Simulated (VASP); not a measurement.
Method: PBE GGA with D3 dispersion (Becke-Johnson damping), VASP's PBE PAW potentials (set 64) (plane waves; VASP 6.6.1).

VASP ran on this input.

File POSCAR:
```
C
2.4661610
  0.5000000090  -0.8660252179   0.0000000000
  0.5000000090   0.8660252179   0.0000000000
  0.0000000000   0.0000000000   2.7210003801
C
4
Cart
  0.0000000000   0.0000000000   0.6802500950
  0.0000000000   0.0000000000   2.0407502850
  0.5000000090   0.2886756500   0.6802500950
  0.5000000090  -0.2886756500   2.0407502850
```

INCAR:
```
ALGO = Normal
EDIFF = 1E-7
ENCUT = 520
GGA = PE
ICHARG = 11
ISMEAR = 0
IVDW = 12
LASPH = .True.
LCHARG = .False.
LORBIT = 11
LREAL = .False.
LWAVE = .False.
NELM = 100
PREC = Accurate
SIGMA = 0.05
SYSTEM = C
```

File KPOINTS:
```
k-points along high-symmetry lines
10
Line-mode
Reciprocal
  0.000000   0.000000   0.000000 ! GAMMA
  0.000000   0.500000   0.000000 ! M

  0.000000   0.500000   0.000000 ! M
 -0.333333   0.666667   0.000000 ! K

 -0.333333   0.666667   0.000000 ! K
  0.000000   0.000000   0.000000 ! GAMMA

  0.000000   0.000000   0.000000 ! GAMMA
  0.000000   0.000000   0.500000 ! A

  0.000000   0.000000   0.500000 ! A
  0.000000   0.500000   0.500000 ! L

  0.000000   0.500000   0.500000 ! L
 -0.333333   0.666667   0.500000 ! H

 -0.333333   0.666667   0.500000 ! H
  0.000000   0.000000   0.500000 ! A

  0.000000   0.500000   0.500000 ! L
  0.000000   0.500000   0.000000 ! M

 -0.333333   0.666667   0.500000 ! H
 -0.333333   0.666667   0.000000 ! K
```

POTCAR, in this order: C (PBE.64 set). Program: vasp_std. Read from the step before: CHGCAR.

What VASP printed:

File OUTCAR:
```
 ion  position               nearest neighbor table
   1  0.000  0.000  0.250-   3 1.42   3 1.42   3 1.42
   2  0.000  0.000  0.750-   4 1.42   4 1.42   4 1.42
   3  0.333  0.667  0.250-   1 1.42   1 1.42   1 1.42
   4  0.667  0.333  0.750-   2 1.42   2 1.42   2 1.42
  LATTYP: Found a hexagonal cell.
 ALAT       =     2.4661606140
 C/A-ratio  =     2.7210008059
 Subroutine PRICEL returns:
 Original cell was already a primitive cell.
 Subroutine GETGRP returns: Found 24 space group operations
The static configuration has the point symmetry D_3d.
 The point group associated with its full space group is D_6h.
The dynamic configuration has the point symmetry D_3d.
 Subroutine INISYM returns: Found 24 space group operations
   k-points           NKPTS =     90   k-points in BZ     NKDIM =     90   number of bands    NBANDS=     12
   number of dos      NEDOS =    301   number of ions     NIONS =      4
   total plane-waves  NPLWV =  16200
   dimension x,y,z NGX =    18 NGY =   18 NGZ =   50
   dimension x,y,z NGXF=    36 NGYF=   36 NGZF=  100
   ions per type =               4
   PREC   = accura    normal or accurate (medium, high low for compatibility)
   ISTART =      0    job   : 0-new  1-cont  2-samecut
   ICHARG =     11    charge: 1-file 2-atom 10-const
   ISPIN  =      1    spin polarized calculation?
...
```

**OSZICAR**
```
       N       E                     dE             d eps       ncg     rms          rms(c)
DAV:   1     0.477682282396E+02    0.47768E+02   -0.81048E+03  2160   0.121E+03
DAV:   2    -0.298229853846E+02   -0.77591E+02   -0.70833E+02  3016   0.216E+02
DAV:   3    -0.333176140723E+02   -0.34946E+01   -0.33847E+01  2728   0.458E+01
DAV:   4    -0.333628763273E+02   -0.45262E-01   -0.45209E-01  2700   0.557E+00
DAV:   5    -0.333638974267E+02   -0.10211E-02   -0.10208E-02  2684   0.738E-01
DAV:   6    -0.333639294967E+02   -0.32070E-04   -0.32065E-04  2812   0.118E-01
DAV:   7    -0.333639300555E+02   -0.55883E-06   -0.55877E-06  2660   0.171E-02
DAV:   8    -0.333639300764E+02   -0.20902E-07   -0.21126E-07  2260   0.283E-03
   1 F= -.33989151E+02 E0= -.33984143E+02  d E =-.100173E-01
```

File OUTCAR:
```
 val. band max:        4.6610539239   @ k =  -0.3333   0.6667   0.2222

 cond. band min:       4.6668609417   @ k =  -0.3333   0.6667   0.2778



 k-point     1 :       0.0000    0.0000    0.0000
  band No.  band energies     occupation
      1     -14.9724      2.00000
      2     -14.6722      2.00000
      3      -3.8354      2.00000
      4      -1.8683      2.00000
      5       1.6501      2.00000
      6       1.6501      2.00000
      7       1.6685      2.00000
      8       1.6686      2.00000
      9       8.9599      0.00000
     10      12.9808      0.00000
     11      12.9892      0.00000
     12      13.0327      0.00000

 k-point     2 :       0.0000    0.0556    0.0000
  band No.  band energies     occupation
      1     -14.8987      2.00000
      2     -14.5999      2.00000
      3      -3.7460      2.00000
      4      -1.7847      2.00000
      5       1.3485      2.00000
      6       1.3745      2.00000
      7       1.4911      2.00000
      8       1.5148      2.00000
      9       9.0486      0.00000
     10      13.0185      0.00000
     11      13.0880      0.00000
     12      13.3284      0.00000

 k-point     3 :       0.0000    0.1111    0.0000
  band No.  band energies     occupation
      1     -14.6781      2.00000
      2     -14.3833      2.00000
      3      -3.4787      2.00000
      4      -1.5351      2.00000
      5       0.5220      2.00000
      6       0.5651      2.00000
      7       1.0713      2.00000
      8       1.1041      2.00000
      9       9.3153      0.00000
     10      13.0311      0.00000
     11      13.1426      0.00000
     12      14.2261      0.00000

 k-point     4 :       0.0000    0.1667    0.0000
  band No.  band energies     occupation
      1     -14.3117      2.00000
      2     -14.0235      2.00000
      3      -3.0359      2.00000
      4      -1.1236      2.00000
      5      -0.6631      2.00000
      6      -0.5986      2.00000
      7       0.5087      2.00000
...
```

The density is held fixed in this step, so its total energy and stress have no physical meaning.

The compound is C in the graphite structure. It was relaxed first.
